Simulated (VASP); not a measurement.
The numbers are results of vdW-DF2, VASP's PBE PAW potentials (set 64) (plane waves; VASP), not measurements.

A VASP calculation is set up with these files.

POSCAR:
```
WSi2
1
   -1.6643078371     1.6643078371     4.0369721798
    1.6643078371    -1.6643078371     4.0369721798
    1.6643078371     1.6643078371    -4.0369721798
Si W
2 1
Direct
  0.6644653558   0.6644653558   0.0000000000
  0.3355346442   0.3355346442   0.0000000000
  0.0000000000   0.0000000000   0.0000000000
```

### INCAR
```
AGGAC = 0.0
ALGO = Normal
EDIFF = 1E-7
EDIFFG = -0.01
ENCUT = 520
GGA = ML
IBRION = 2
ISIF = 4
ISMEAR = 1
LASPH = .TRUE.
LCHARG = .FALSE.
LMAXMIX = 6
LREAL = .FALSE.
LUSE_VDW = .TRUE.
LWAVE = .FALSE.
NELM = 100
NSW = 30
PREC = Accurate
SIGMA = 0.1
SYSTEM = WSi2
ZAB_VDW = -1.8867
```

**KPOINTS**
```
kpoints
0
G
13 13 13
```

POTCAR, in this order: Si W_sv (PBE.64 set). Program: vasp_std.

Unless said otherwise, spin-orbit coupling is left out, though it shifts the bands of the heavy elements here.

Question: What does the run give for the energy per atom (σ→0), band gap (on the k-mesh)?

Answer: 
| Quantity | Result |
|---|---|
| energy per atom (σ→0) | -5.206 eV/atom |
| band gap (on the k-mesh) | none (metal, semimetal or under 0.01 eV) |

OSZICAR:
```
...
       N       E                     dE             d eps       ncg     rms          rms(c)
DAV:   1    -0.156177537230E+02   -0.23372E-03   -0.84336E-03  6958   0.830E-01    0.672E-02
DAV:   2    -0.156176251858E+02    0.12854E-03   -0.35519E-04  7077   0.151E-01    0.352E-02
DAV:   3    -0.156175872659E+02    0.37920E-04   -0.96993E-05  7644   0.712E-02    0.106E-02
DAV:   4    -0.156175863281E+02    0.93779E-06   -0.84176E-06  6986   0.220E-02    0.448E-03
DAV:   5    -0.156175861515E+02    0.17664E-06   -0.64898E-07  7014   0.512E-03    0.225E-03
DAV:   6    -0.156175861479E+02    0.35907E-08   -0.98351E-08  3700   0.240E-03
   4 F= -.15617586E+02 E0= -.15617684E+02  d E =-.661864E-04
```

The compound is WSi2 in the MoSi2 type structure. This cell is one point of a volume scan, at 1.03 of the reference volume. Symmetry was kept, so distortions that lower it aren't found.
